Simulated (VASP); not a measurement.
Output of a VASP run:

OSZICAR:
```
       N       E                     dE             d eps       ncg     rms          rms(c)
DAV:   1     0.946544283661E+02    0.94654E+02   -0.90811E+03   420   0.941E+02
DAV:   2    -0.296241079709E+02   -0.12428E+03   -0.11885E+03   529   0.160E+02
DAV:   3    -0.377856524996E+02   -0.81615E+01   -0.80729E+01   547   0.430E+01
DAV:   4    -0.379485641557E+02   -0.16291E+00   -0.16265E+00   518   0.726E+00
DAV:   5    -0.379531475490E+02   -0.45834E-02   -0.45830E-02   561   0.125E+00    0.717E+00
DAV:   6    -0.373643376848E+02    0.58881E+00   -0.83739E-01   480   0.369E+00    0.448E+00
DAV:   7    -0.372215933177E+02    0.14274E+00   -0.56526E-01   480   0.305E+00    0.141E+00
DAV:   8    -0.372132308101E+02    0.83625E-02   -0.46268E-02   500   0.111E+00    0.352E-01
DAV:   9    -0.372144435229E+02   -0.12127E-02   -0.95552E-03   511   0.511E-01    0.119E-01
DAV:  10    -0.372144827144E+02   -0.39191E-04   -0.58859E-04   514   0.123E-01    0.681E-02
DAV:  11    -0.372145802554E+02   -0.97541E-04   -0.14694E-04   505   0.639E-02    0.301E-02
DAV:  12    -0.372146000216E+02   -0.19766E-04   -0.23412E-05   493   0.260E-02    0.100E-02
DAV:  13    -0.372146019921E+02   -0.19704E-05   -0.53229E-06   500   0.143E-02    0.384E-03
DAV:  14    -0.372146021402E+02   -0.14819E-06   -0.26538E-06   437   0.744E-03
   1 F= -.37214602E+02 E0= -.37214602E+02  d E =-.372146E+02
```

### OUTCAR
```
------------------------ aborting loop because EDIFF is reached ----------------------------------------
  FORCE on cell =-STRESS in cart. coord.  units (eV):
  Direction    XX          YY          ZZ          XY          YZ          ZX
  --------------------------------------------------------------------------------------
  Total       -0.1296444     -0.1296444     -0.1296444      0.0000000      0.0000000     -0.0000000
  in kB       -0.9655198     -0.9655198     -0.9655198      0.0000000      0.0000000     -0.0000000
  external PRESSURE =      -0.9655198 kB  Pullay stress =       0.0000000 kB
  volume of cell :      215.13
      direct lattice vectors                 reciprocal lattice vectors
     5.991944208  0.000000000  0.000000000     0.166890740  0.000000000  0.000000000
     0.000000000  5.991944208  0.000000000     0.000000000  0.166890740  0.000000000
     0.000000000  0.000000000  5.991944208     0.000000000  0.000000000  0.166890740
 POSITION                                       TOTAL-FORCE (eV/Angst)
 -----------------------------------------------------------------------------------
      0.08970      5.90224      5.90224        -0.008374      0.008374      0.008374
      2.90627      3.08567      5.90224         0.008374     -0.008374      0.008374
      2.90627      5.90224      3.08567         0.008374      0.008374     -0.008374
      0.08970      3.08567      3.08567        -0.008374     -0.008374     -0.008374
      1.49799      1.49799      1.49799         0.000000      0.000000      0.000000
      4.49396      4.49396      1.49799         0.000000      0.000000      0.000000
      4.49396      1.49799      4.49396         0.000000      0.000000      0.000000
      1.49799      4.49396      4.49396         0.000000      0.000000      0.000000
 -----------------------------------------------------------------------------------
    total drift:                               -0.000000     -0.000000     -0.000000
  FREE ENERGIE OF THE ION-ELECTRON SYSTEM (eV)
  ---------------------------------------------------
  free  energy   TOTEN  =       -37.2146021402 eV

  energy  without entropy=      -37.2146021402  energy(sigma->0) =      -37.21460214

 reached required accuracy - stopping structural energy minimisation
```
(Selected blocks of OUTCAR.)

POSCAR:
```
Al4PSb3
1
    5.9919442080    -0.0000000000     0.0000000000
   -0.0000000000     5.9919442080    -0.0000000000
    0.0000000000    -0.0000000000     5.9919442080
Al Sb P
4 3 1
Direct
  0.0149703130   0.9850296870   0.9850296870
  0.4850296870   0.5149703130   0.9850296870
  0.4850296870   0.9850296870   0.5149703130
  0.0149703130   0.5149703130   0.5149703130
  0.2500000000   0.2500000000   0.2500000000
  0.7500000000   0.7500000000   0.2500000000
  0.7500000000   0.2500000000   0.7500000000
  0.2500000000   0.7500000000   0.7500000000
```

Q: Write an INCAR and KPOINTS that could have produced this output.

A: One answer among several that fit: the input of the run itself, PBEsol GGA, plane waves, VASP's PBE PAW potentials (set 64).

### KPOINTS
```
Automatic
0
gamma
  4 4 4
0 0 0
```

**INCAR**
```
ALGO  =  Normal
EDIFF  =  1E-6
EDIFFG  =  -0.02
ENCUT  =  400
GGA  =  PS
IBRION  =  2
ISIF  =  3
ISMEAR  =  0
LASPH  =  .TRUE.
LCHARG  =  .FALSE.
LMAXMIX  =  4
LREAL  =  .FALSE.
LWAVE  =  .FALSE.
NELM  =  100
NSW  =  60
PREC  =  Accurate
SIGMA  =  0.05
SYSTEM  =  Al4PSb3
```

POTCAR, in this order: Al Sb P (PBE.64 set). Program: vasp_std.

The structure was generated: Al4PSb3 was put into an ordered model structure (P-43m), which need not be its known phase. It was relaxed first. The start is the result of an earlier pass.
